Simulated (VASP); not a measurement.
Here is the system:

```
CELL_PARAMETERS angstrom
      0.00000     2.31722     2.31722
      2.31722     0.00000     2.31722
      2.31722     2.31722     0.00000
ATOMIC_POSITIONS crystal
  Hf 0.00000 0.00000 0.00000
  C  0.50000 0.50000 0.50000
```

All values below come from r2SCAN meta-GGA, VASP's PBE PAW potentials (set 64) (plane waves; VASP). Settings: PREC = Normal, EDIFF = 1E-5, 450 eV cut-off, 15×15×15 Γ-centred mesh, first-order Methfessel-Paxton smearing of 0.10 eV, potentials Hf_pv C.

Unless said otherwise, spin-orbit coupling is left out, though it shifts the bands of the heavy elements here.

Problem. Predict the energy per atom (σ→0), band gap (on the k-mesh) with the smallest direct gap where there is one.

Solution. 
```
Item                                                        Result
------------------------  ----------------------------------------
band gap (on the k-mesh)  none (metal, semimetal or under 0.01 eV)
energy per atom (σ→0)                              -28.672 eV/atom
```

Only differences to runs with the same potentials and settings are physical.

The compound is HfC in the rock salt structure. It was relaxed first.
